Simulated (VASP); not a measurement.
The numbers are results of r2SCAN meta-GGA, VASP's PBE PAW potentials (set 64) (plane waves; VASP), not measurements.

VASP ran on this input.

**INCAR**
```
ISMEAR = 0
DIPOL = 0.5 0.5 0.5
SIGMA = 0.05   # width (eV)
NELM = 100   # most electronic steps
IDIPOL = 3
LASPH = .True.
ALGO = Normal
LWAVE = .True.
LREAL = .False.
SYSTEM = AlN(100) slab
LCHARG = .False.
IBRION = 2
EDIFFG = -0.03   # ionic stop
NSW = 120   # most ionic steps
METAGGA = R2SCAN
NELMIN = 4
ENCUT = 450   # plane-wave cut-off (eV)
EDIFF = 1E-5
LMIXTAU = .True.
PREC = Normal
ISIF = 2   # forces and stress, cell fixed
LDIPOL = .True.
```

File POSCAR:
```
AlN(100) slab
1.0
  4.9741788104   0.0000000000   0.0000000000
  0.0000000000   3.1058519168   0.0000000000
  0.0000000000   0.0000000000  25.7389797864
Al N
8 8
Direct
  0.0240032374   0.0000000000   0.6641955319
  0.4929747455   0.5000000000   0.6427194605
  0.0013000138   0.5000000000   0.5680181549
  0.4980785238   0.0000000000   0.5357534955
  0.9980785238   0.0000000000   0.4642465045
  0.5013000138   0.5000000000   0.4319818451
  0.9929747455   0.5000000000   0.3572805395
  0.5240032374   0.0000000000   0.3358044681
  0.3756327328   0.0000000000   0.6724175293
  0.8747727331   0.5000000000   0.6396281059
  0.3807203462   0.5000000000   0.5696618888
  0.8805176674   0.0000000000   0.5347531256
  0.3805176674   0.0000000000   0.4652468744
  0.8807203462   0.5000000000   0.4303381112
  0.3747727331   0.5000000000   0.3603718941
  0.8756327328   0.0000000000   0.3275824707
```

### KPOINTS
```
Automatic mesh
0
Gamma
4 7 1
0 0 0
```

POTCAR, in this order: Al N (PBE.64 set). Program: vasp_std.

Problem. What will the output report for the number of irreducible k-points (NKPTS), largest plane-wave count, number of space-group operations, FFT grid (NGX, NGY, NGZ)?

Solution. 
- number of irreducible k-points (NKPTS) = 12
- largest plane-wave count = 8658
- number of space-group operations = 4
- FFT grid (NGX, NGY, NGZ) = 28 × 16 × 140

The cell is a thin slab with vacuum, built from AlN (wurtzite): (100) face.
